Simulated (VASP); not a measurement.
Data:

```xyz
2
Lattice="0.0000 3.5083 3.5083 3.5083 0.0000 3.5083 3.5083 3.5083 0.0000" Properties=species:S:1:pos:R:3 pbc="T T T"
La     0.0000     0.0000     0.0000
Al     1.7541     1.7541     1.7541
```

Method: PBE GGA, VASP's PBE PAW potentials (set 64) (plane waves; VASP). Numerical set-up: 400 eV cut-off, 8×8×8 Γ-centred mesh, first-order Methfessel-Paxton smearing of 0.10 eV, potentials La Al.

Question: Estimate the energy per atom (σ→0), band gap (on the k-mesh) with the smallest direct gap where there is one.

Answer: 
| Item | Value |
|---|---|
| band gap (on the k-mesh) | none (metal, semimetal or under 0.01 eV) |
| energy per atom (σ→0) | -3.525 eV/atom |

Only differences to runs with the same potentials and settings are physical.

The structure was generated: LaAl was put into the zinc blende type (F-43m), which need not be its known phase. It was relaxed first, which changed the volume by -21 %. The start is the result of an earlier pass.
